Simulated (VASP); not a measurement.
```xyz
3
Lattice="0.0000 2.7444 2.7444 2.7444 0.0000 2.7444 2.7444 2.7444 0.0000" Properties=species:S:1:pos:R:3 pbc="T T T"
Cd     0.0000     0.0000     0.0000
F      1.3722     1.3722     1.3722
F      4.1166     4.1166     4.1166
```

Calculation: PBE GGA, VASP's PBE PAW potentials (set 64) (plane waves; VASP). Numerical set-up: PREC = Normal, EDIFF = 1E-5, 450 eV cut-off, 9×9×9 Γ-centred mesh, Gaussian smearing of 0.050 eV, potentials Cd F.

At this cut-off the stress carries a Pulay error, which pulls relaxed volumes low.

### Question
Give the stress tensor in GPa (positive for a compressed cell).

### Answer

```
-2.05   0.00   0.00
 0.00  -2.05   0.00
 0.00   0.00  -2.05
```
The pressure is its mean diagonal, -2.05 GPa.

The compound is CdF2 in the fluorite structure. It was relaxed first, which changed the volume by +6 %.
